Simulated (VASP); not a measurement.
Crystal: CaMg2.

```
Ca Mg
1.0
     6.08974    0.00000    0.00000
    -3.04487    5.27387    0.00000
     0.00000    0.00000    5.39701
Ca Mg
2 4
Direct
  0.33333 0.66667 0.50000
  0.66667 0.33333 0.50000
  0.69408 0.00000 0.00000
  0.00000 0.69408 0.00000
  0.30592 0.30592 0.00000
  0.00000 0.00000 0.50000
```

The cell comes from a database or a generator and needn't be the stable form of this composition.

```yaml
Program: VASP 6.6.1
Task: relaxation of cell and atoms
Functional: LDA
Potentials_or_basis: VASP PAW LDA potentials, release 64 (Ca_sv, Mg)
Cutoff: 600 eV
k_mesh: 9 × 9 × 6
Occupations: gaussian, width 0.1 eV
Spin: no spin polarisation
```

At the start: pressure -2.2 GPa; volume 28.89 Å³/atom.

Problem. Where does the relaxation end?

Solution. Over 8 steps the energy falls by 17.9 meV/atom and the volume is 26.50 Å³/atom (-8.3 %); space group P-62m (No. 189, to 0.05 Å).

The path:
```
step  energy change (eV)  largest force (eV/Å)  pressure (GPa)  volume (Å³)
   1              0.0000                0.0040           -2.23       173.33
   2             -0.0953                0.0164           -0.79       163.44
   3             -0.1062                0.0233           -0.05       159.30
   4             -0.1062                0.0239            0.01       159.03
   5             -0.1067                0.0261            0.00       158.97
   6             -0.1071                0.0307            0.01       158.87
   7             -0.1073                0.0227            0.00       158.90
   8             -0.1076                0.0003           -0.02       158.99
```

Final structure:
```xyz
6
Lattice="5.9027 0.0000 0.0000 -2.9513 5.1119 0.0000 0.0000 0.0000 5.2692" Properties=species:S:1:pos:R:3 pbc="T T T"
Ca    0.0000    3.4079    2.6346
Ca    2.9513    1.7040    2.6346
Mg    4.0826    0.0000    5.2692
Mg   -2.0413    3.5357    0.0000
Mg    0.9100    1.5762    0.0000
Mg    0.0000    0.0000    2.6346
```
